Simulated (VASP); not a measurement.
Output of a VASP run:

**OUTCAR**
```
 ion  position               nearest neighbor table
   1  0.000  0.000  0.000-   3 2.07   6 2.07   5 2.07   4 2.07   4 2.07   5 2.07   2 3.74   2 3.74
                             2 3.74   2 3.74   2 3.74   2 3.74   2 3.74   2 3.74
   2  0.500  0.500  0.500-   4 2.07   5 2.07   3 2.07   6 2.07   3 2.07   6 2.07   1 3.74   1 3.74
                             1 3.74   1 3.74   1 3.74   1 3.74   1 3.74   1 3.74
   3  0.306  0.306  0.000-   1 2.07   2 2.07   2 2.07
   4  0.806  0.194  0.500-   2 2.07   1 2.07   1 2.07
   5  0.194  0.806  0.500-   2 2.07   1 2.07   1 2.07
   6  0.694  0.694  0.000-   1 2.07   2 2.07   2 2.07
  LATTYP: Found a simple tetragonal cell.
 ALAT       =     4.7781430732
 C/A-ratio  =     0.6726191143
 Subroutine PRICEL returns:
 Original cell was already a primitive cell.
 Subroutine GETGRP returns: Found 16 space group operations
The static configuration has the point symmetry D_2h.
 The point group associated with its full space group is D_4h.
The dynamic configuration has the point symmetry D_2h.
 Subroutine INISYM returns: Found 16 space group operations
 Subroutine IBZKPT returns following result:
 Found     30 irreducible k-points:

 Following reciprocal coordinates:
            Coordinates               Weight
  0.000000  0.000000  0.000000      1.000000
  0.200000  0.000000  0.000000      4.000000
  0.400000  0.000000  0.000000      4.000000
  0.200000  0.200000  0.000000      4.000000
  0.400000  0.200000  0.000000      8.000000
  0.400000  0.400000  0.000000      4.000000
  0.000000  0.000000  0.125000      2.000000
  0.200000  0.000000  0.125000      8.000000
  0.400000  0.000000  0.125000      8.000000
  0.200000  0.200000  0.125000      8.000000
  0.400000  0.200000  0.125000     16.000000
  0.400000  0.400000  0.125000      8.000000
  0.000000  0.000000  0.250000      2.000000
  0.200000  0.000000  0.250000      8.000000
  0.400000  0.000000  0.250000      8.000000
  0.200000  0.200000  0.250000      8.000000
  0.400000  0.200000  0.250000     16.000000
  0.400000  0.400000  0.250000      8.000000
  0.000000  0.000000  0.375000      2.000000
  0.200000  0.000000  0.375000      8.000000
  0.400000  0.000000  0.375000      8.000000
  0.200000  0.200000  0.375000      8.000000
  0.400000  0.200000  0.375000     16.000000
  0.400000  0.400000  0.375000      8.000000
  0.000000  0.000000  0.500000      1.000000
  0.200000  0.000000  0.500000      4.000000
  0.400000  0.000000  0.500000      4.000000
  0.200000  0.200000  0.500000      4.000000
  0.400000  0.200000  0.500000      8.000000
  0.400000  0.400000  0.500000      4.000000
   k-points           NKPTS =     30   k-points in BZ     NKDIM =     30   number of bands    NBANDS=     31
   number of dos      NEDOS =    601   number of ions     NIONS =      6
   total plane-waves  NPLWV =  31104
   dimension x,y,z NGX =    36 NGY =   36 NGZ =   24
   dimension x,y,z NGXF=    72 NGYF=   72 NGZF=   48
   ions per type =               2   4
   PREC   = accura    normal or accurate (medium, high low for compatibility)
   ISTART =      0    job   : 0-new  1-cont  2-samecut
   ICHARG =      2    charge: 1-file 2-atom 10-const
   ISPIN  =      1    spin polarized calculation?
   LNONCOLLINEAR =      F non collinear calculations
   LSORBIT =      F    spin-orbit coupling
   INIWAV =      1    electr: 0-lowe 1-rand  2-diag
   ENCUT  =  520.0 eV  38.22 Ry    6.18 a.u.   8.88  8.88  5.98*2*pi/ulx,y,z
   NELM   =    100;   NELMIN=  2; NELMDL= -5     # of ELM steps
   EDIFF  = 0.1E-06   stopping-criterion for ELM
   LREAL  =      F    real-space projection
   NLSPLINE    = F    spline interpolate recip. space projectors
   LMAXMIX     =    4 max onsite mixed and CHGCAR
   VOSKOWN=      0    Vosko Wilk Nusair interpolation
   EDIFFG = 0.1E-05   stopping-criterion for IOM
   NSW    =      0    number of steps for IOM
   NBLOCK =      1;   KBLOCK =      1    inner block; outer block
   IBRION =     -1    ionic relax: 0-MD 1-quasi-New 2-CG
   NFREE  =      0    steps in history (QN), initial steepest desc. (CG)
   ISIF   =      2    stress and relaxation
...
```

File OSZICAR:
```
       N       E                     dE             d eps       ncg     rms          rms(c)
DAV:   1     0.668460921023E+03    0.66846E+03   -0.26315E+04  1965   0.257E+03
DAV:   2     0.581984720620E+02   -0.61026E+03   -0.59022E+03  2115   0.694E+02
DAV:   3    -0.385967994917E+02   -0.96795E+02   -0.95707E+02  2161   0.229E+02
DAV:   4    -0.435716576820E+02   -0.49749E+01   -0.49511E+01  2197   0.576E+01
DAV:   5    -0.437293449624E+02   -0.15769E+00   -0.15764E+00  2274   0.105E+01    0.147E+01
DAV:   6    -0.383766253131E+02    0.53527E+01   -0.20870E+01  3007   0.691E+01    0.570E+00
DAV:   7    -0.384452378940E+02   -0.68613E-01   -0.18081E+00  2042   0.799E+00    0.321E+00
DAV:   8    -0.384178997964E+02    0.27338E-01   -0.27737E-01  2637   0.492E+00    0.725E-01
DAV:   9    -0.384046687807E+02    0.13231E-01   -0.75866E-02  2934   0.381E+00    0.150E-01
DAV:  10    -0.384053279792E+02   -0.65920E-03   -0.54668E-03  2685   0.701E-01    0.422E-02
DAV:  11    -0.384054068454E+02   -0.78866E-04   -0.24588E-04  2708   0.150E-01    0.180E-02
DAV:  12    -0.384054117092E+02   -0.48638E-05   -0.14809E-05  2539   0.352E-02    0.116E-02
DAV:  13    -0.384054098563E+02    0.18529E-05   -0.13586E-05  2789   0.460E-02    0.300E-03
DAV:  14    -0.384054101605E+02   -0.30428E-06   -0.11559E-06  2681   0.108E-02    0.126E-03
DAV:  15    -0.384054102529E+02   -0.92318E-07   -0.44371E-08  1448   0.180E-03
   1 F= -.38405410E+02 E0= -.38405410E+02  d E =0.000000E+00
```

File OUTCAR:
```
------------------------ aborting loop because EDIFF is reached ----------------------------------------
  FORCE on cell =-STRESS in cart. coord.  units (eV):
  Direction    XX          YY          ZZ          XY          YZ          ZX
  --------------------------------------------------------------------------------------
  Total        0.0640785      0.0640785     -0.0129934     -0.0000000      0.0000000      0.0000000
  in kB        1.3991888      1.3991888     -0.2837168     -0.0000000      0.0000000      0.0000000
  external PRESSURE =       0.8382203 kB  Pullay stress =       0.0000000 kB
  volume of cell :       73.37
      direct lattice vectors                 reciprocal lattice vectors
     4.778143073  0.000000000  0.000000000     0.209286324  0.000000000  0.000000000
     0.000000000  4.778143073  0.000000000     0.000000000  0.209286324  0.000000000
     0.000000000  0.000000000  3.213870362     0.000000000  0.000000000  0.311151318
 POSITION                                       TOTAL-FORCE (eV/Angst)
 -----------------------------------------------------------------------------------
      0.00000      0.00000      0.00000        -0.000000     -0.000000      0.000000
      2.38907      2.38907      1.60694        -0.000000     -0.000000      0.000000
      1.46419      1.46419      0.00000        -0.004781     -0.004781      0.000000
      3.85326      0.92488      1.60694        -0.004781      0.004781     -0.000000
      0.92488      3.85326      1.60694         0.004781     -0.004781      0.000000
      3.31395      3.31395      0.00000         0.004781      0.004781     -0.000000
 -----------------------------------------------------------------------------------
    total drift:                                0.000000      0.000000      0.000000
  FREE ENERGIE OF THE ION-ELECTRON SYSTEM (eV)
  ---------------------------------------------------
  free  energy   TOTEN  =       -38.4054102529 eV

  energy  without entropy=      -38.4054102529  energy(sigma->0) =      -38.40541025

 total charge

# of ion       s       p       d       tot
------------------------------------------
    1        0.885   1.080  10.365  12.330
    2        0.885   1.080  10.365  12.330
    3        1.557   3.485   0.000   5.042
    4        1.557   3.485   0.000   5.042
    5        1.557   3.485   0.000   5.042
    6        1.557   3.485   0.000   5.042
--------------------------------------------------
tot          7.997  16.099  20.731  44.826

 Electric field gradients after diagonalization (V/A^2)
 (convention: |V_zz| > |V_xx| > |V_yy|)
----------------------------------------------------------------------
 ion       V_xx      V_yy      V_zz     asymmetry (V_yy - V_xx)/ V_zz
----------------------------------------------------------------------
   1      52.138     2.128   -54.266       0.922
   2      52.138     2.128   -54.266       0.922
   3      61.345    48.107  -109.452       0.121
   4      61.345    48.107  -109.452       0.121
   5      61.345    48.107  -109.452       0.121
   6      61.345    48.107  -109.452       0.121
```
(Selected blocks of OUTCAR.)

File POSCAR:
```
SnO2
1
    4.7781430732     0.0000000000     0.0000000000
    0.0000000000     4.7781430732     0.0000000000
    0.0000000000     0.0000000000     3.2138703619
Sn O
2 4
Direct
  0.0000000000   0.0000000000   0.0000000000
  0.5000000000   0.5000000000   0.5000000000
  0.3064355677   0.3064355677   1.0000000000
  0.8064355677   0.1935644323   0.5000000000
  0.1935644323   0.8064355677   0.5000000000
  0.6935644323   0.6935644323   0.0000000000
```

Question: Write an INCAR and KPOINTS that could have produced this output.

Answer: One answer among several that fit: the input of the run itself, AM05 GGA, plane waves, VASP's PBE PAW potentials (set 64).

**INCAR**
```
ALGO = Normal
EDIFF = 1E-7
ENCUT = 520
GGA = AM
ISIF = 2
ISMEAR = -5
LASPH = .TRUE.
LCHARG = .TRUE.
LEFG = .TRUE.
LMAXMIX = 4
LORBIT = 11
LREAL = .FALSE.
LWAVE = .FALSE.
NEDOS = 601
NELM = 100
PREC = Accurate
SYSTEM = SnO2
```

### KPOINTS
```
Automatic mesh
0
Gamma
5 5 8
0 0 0
```

POTCAR, in this order: Sn_d O (PBE.64 set). Program: vasp_std.

The compound is SnO2 in the rutile structure. It was relaxed first.
